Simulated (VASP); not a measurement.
**NiMoIrPdW: relaxation of cell and atoms with PBE**

NiMoIrPdW:

```
CELL_PARAMETERS angstrom
4.49145 0.00000 0.00000
-2.24572 3.88971 0.00000
0.00000 0.00000 5.03731
ATOMIC_POSITIONS crystal
Ni 0.66667 0.33333 0.00000
Mo 0.00000 0.00000 0.00000
Pd 0.66667 0.33333 0.50000
Ir 0.33333 0.66667 0.00000
W 0.00000 0.00000 0.50000
```

The cell was built by a generator and needn't be a form met in nature.

```json
{
 "Program": "VASP 6.6.1",
 "Task": "relaxation of cell and atoms",
 "Functional": "PBE",
 "Potentials or basis": "VASP PAW PBE potentials, release 64 (Ni, Mo_sv, Pd, Ir, W_sv)",
 "Cutoff": "520 eV",
 "k mesh": "5 × 5 × 4",
 "Occupations": "gaussian, width 0.15 eV",
 "Spin": "collinear spin, ferromagnetic start",
 "Starting moments": "[1.0, 1.0, 0.0, 0.6, 0.0] μB",
 "Further INCAR settings": "PREC = Normal; ALGO = Fast; EDIFF = 0.0001; IBRION = 2; EDIFFG = -0.08; NSW = 24; ISIF = 3"
}
```

The relaxed volume is 17.14 Å³/atom. The relaxed cell is a = 4.468 Å, b = 4.468 Å, c = 4.958 Å, α = 90.00°, β = 90.00°, γ = 120.00°, the space group after relaxing (to 0.05 Å) is P-6m2 (No. 187) and the energy gained by relaxing is 7.6 meV/atom. The ionic steps are 10, the pressure after relaxing is 0.1 GPa and the band gap on the k mesh is none (metal or under the smearing width). The net moment is 0.45 μB per cell, the site moments are Ni +0.03; Mo +0.08; Pd +0.03; Ir +0.05; W +0.24 μB and the valence electrons inside the program's atomic spheres are Ni 9.37; Mo 12.67; Pd 9.54; Ir 8.17; W 11.93.

Step by step:
```tsv
step	energy change (eV)	largest force (eV/Å)	pressure (GPa)	volume (Å³)
1	0.0000	0.0000	-3.91	88.00
2	0.0278	0.0000	8.65	82.64
3	-0.0347	0.0000	0.71	85.41
4	-0.0352	0.0000	1.14	85.68
5	-0.0263	0.0000	-1.82	86.84
6	-0.0342	0.0000	-1.78	86.06
7	-0.0350	0.0000	-0.29	85.81
8	-0.0351	0.0000	0.09	85.77
9	-0.0372	0.0000	-0.94	85.67
10	-0.0378	0.0000	0.12	85.71
```

Final structure:
```xyz
5
Lattice="4.4679 0.0000 0.0000 -2.2340 3.8693 0.0000 0.0000 0.0000 4.9577" Properties=species:S:1:pos:R:3 pbc="T T T"
Ni    2.2340    1.2898    0.0000
Mo    0.0000    0.0000    0.0000
Pd    2.2340    1.2898    2.4789
Ir    0.0000    2.5795    0.0000
W     0.0000    0.0000    2.4789
```

Levels at points of the mesh, in eV from the Fermi level:
Spin up:
| k point | band 25 | band 26 | band 27 | band 28 | band 29 | band 30 | band 31 | band 32 | band 33 | band 34 |
| --- | --- | --- | --- | --- | --- | --- | --- | --- | --- | --- |
| (0.00, 0.00, 0.00) | -1.06 | -1.06 | -0.57 | -0.19 | -0.15 | -0.15 | -0.07 | -0.07 | 1.72 | 3.38 |
| (0.00, 0.00, 0.50) | -1.09 | -1.09 | -1.01 | -0.47 | -0.47 | -0.22 | 0.17 | 0.17 | 0.20 | 0.94 |
Spin down:
| k point | band 24 | band 25 | band 26 | band 27 | band 28 | band 29 | band 30 | band 31 | band 32 | band 33 |
| --- | --- | --- | --- | --- | --- | --- | --- | --- | --- | --- |
| (0.00, 0.00, 0.00) | -1.54 | -1.02 | -1.02 | -0.55 | -0.17 | -0.08 | -0.08 | 0.01 | 0.01 | 1.76 |
| (0.00, 0.00, 0.50) | -1.85 | -1.06 | -1.06 | -0.99 | -0.38 | -0.38 | 0.08 | 0.30 | 0.30 | 0.34 |

Wall time 3.5 min on 1 thread of Intel(R) Xeon(R) 6975P-C (Granite Rapids), with other jobs on the host, peak memory 0.25 GiB.

Caveat: the relaxation stopped at a loose force limit of 0.08 eV/Å, so its end isn't a converged minimum. The run has no spin-orbit coupling, so splittings on Ir, W are missing.
